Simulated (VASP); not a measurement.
Input:

```xyz
6
Lattice="5.0110 0.0000 0.0000 -2.5055 4.3397 0.0000 0.0000 0.0000 3.9820" Properties=species:S:1:pos:R:3 pbc="T T T"
Co     0.0000     2.8931     0.0000
Co     2.5055     1.4465     0.0000
Co     2.5055     0.0000     1.9910
Co     1.2528     2.1698     1.9910
Co    -1.2528     2.1698     1.9910
Pr     0.0000     0.0000     0.0000
```
Starting moments (μB, in the order of the record's atoms Co Co Co Co Co Pr): 3.0 3.0 3.0 3.0 3.0 2.0.

Computed with PBEsol GGA, VASP's PBE PAW potentials (set 64) (plane waves; VASP 6.6.1). Run with 300 eV cut-off, 5×5×6 Γ-centred mesh, Fermi-Dirac smearing of 0.14 eV, potentials Co Pr.

At this cut-off the stress carries a Pulay error, which pulls relaxed volumes low.

**Question.** Give the stress tensor in GPa (positive for a compressed cell).

**Answer.** 
```
-14.06    0.00    0.00
  0.00  -14.06    0.00
  0.00    0.00  -12.16
```
The pressure is its mean diagonal, -13.42 GPa.

The structure comes from a measured PrCo5 entry of the Crystallography Open Database, whose conditions weren't checked. The cell was not relaxed at this level.
